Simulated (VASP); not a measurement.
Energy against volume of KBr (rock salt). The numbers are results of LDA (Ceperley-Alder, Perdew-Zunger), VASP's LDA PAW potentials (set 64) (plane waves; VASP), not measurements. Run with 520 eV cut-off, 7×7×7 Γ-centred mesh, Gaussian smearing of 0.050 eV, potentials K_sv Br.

```
V (Å³/atom)  E (eV/atom)
-----------  -----------
31.506          -3.41526
32.480          -3.41734
33.455          -3.41571
34.429          -3.41097
```

Question: Fit these four points and predict the energy of the run at 30.531 Å³/atom.

Answer: A cubic in V^(−2/3), the third-order Birch-Murnaghan form, passes through the four points with V0 = 32.51 Å³/atom and B0 = 20 GPa, and gives -3.4088 eV/atom there. The run gave -3.4087 eV/atom, +0.0 meV/atom from the fit; all five points give B0 = 20 GPa.

The compound is KBr in the rock salt structure. It was relaxed first, which changed the volume by -10 %.
